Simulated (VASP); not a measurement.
Data:

```xyz
4
Lattice="-2.2985 2.2985 4.6762 2.2985 -2.2985 4.6762 2.2985 2.2985 -4.6762" Properties=species:S:1:pos:R:3 pbc="T T T"
Na     0.0000     0.0000     0.0000
In     0.0000     2.2985     2.3381
In     2.2985     0.0000     2.3381
In     0.0000     0.0000     4.6762
```

Method: PBEsol GGA, VASP's PBE PAW potentials (set 64) (plane waves; VASP 6.6.1). Run with 400 eV cut-off, Gaussian smearing of 0.050 eV, potentials Na_pv In_d.

Unless said otherwise, spin-orbit coupling is left out, though it shifts the bands of the heavy elements here.

Q: Estimate the band gap (along the path) with the smallest direct gap where there is one.

A: 
The band gap (along the path) is none (metal, semimetal or under 0.01 eV).

The structure comes from a computed database's NaIn3 entry (I4/mmm); how it stands against other phases isn't given here. It was relaxed first.
